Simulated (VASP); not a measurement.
A run of VASP 6.6.1 is set up as follows.

File INCAR:

```
PREC = Accurate
ENCUT = 520
EDIFF = 1E-8
ISMEAR = 0
SIGMA = 0.03
LREAL = F
LASPH = T
NELM = 80
ALGO = Fast
ISIF = 2
LWAVE = F
LCHARG = F
GGA = PE
LEPSILON = T
KPAR = 2
```

File KPOINTS:

```
regular mesh
0
Gamma
  15 15 3
```

Contents of POSCAR:

```
MoS2                                    
1.0
    3.1487811847      0.0000000000      0.0000000000
   -1.5743905923      2.7269244969      0.0000000000
    0.0000000000      0.0000000000     12.0885171618
  Mo              S             
     2     4
Direct
     0.3333333332999970    0.6666666667000030    0.2500000000000000
     0.6666666667000030    0.3333333332999970    0.7500000000000000
     0.3333333332999970    0.6666666667000030    0.6205253139512692
     0.6666666667000030    0.3333333332999970    0.1205253139512692
     0.3333333332999970    0.6666666667000030    0.8794746860487308
     0.6666666667000030    0.3333333332999970    0.3794746860487308
```

Potentials or basis: VASP PAW PBE potentials, release 64 (Mo_sv, S).

Run with:

```sh
$ cat potpaw_PBE.64/Mo_sv/POTCAR potpaw_PBE.64/S/POTCAR > POTCAR
$ mpirun -np 2 vasp_std > vasp.out
```

Q: Predict the electronic dielectric tensor (diagonal).

A: 15.50, 15.50, 7.12.

Q: Estimate the Born charges (mean of the diagonal).

A: Mo -0.90; S +0.45 e.

Q: What does it give for the band gap on the k mesh?

A: 0.83 eV, indirect (least direct gap 1.71 eV).

Born effective charge tensors (e):
atom 1, Mo
```
-1.00  0.00  0.00
 0.00 -1.00  0.00
 0.00  0.00 -0.70
```
atom 2, Mo
```
-1.00  0.00  0.00
 0.00 -1.00  0.00
 0.00  0.00 -0.70
```
atom 3, S
```
0.50 0.00 0.00
0.00 0.50 0.00
0.00 0.00 0.35
```
atom 4, S
```
0.50 0.00 0.00
0.00 0.50 0.00
0.00 0.00 0.35
```
atom 5, S
```
0.50 0.00 0.00
0.00 0.50 0.00
0.00 0.00 0.35
```
atom 6, S
```
0.50 0.00 0.00
0.00 0.50 0.00
0.00 0.00 0.35
```

Caveat: an odd mesh through Γ misses points on the zone boundary, where band edges often lie.

The gap isn't set beside the measured one, since this odd mesh misses points on the zone boundary.
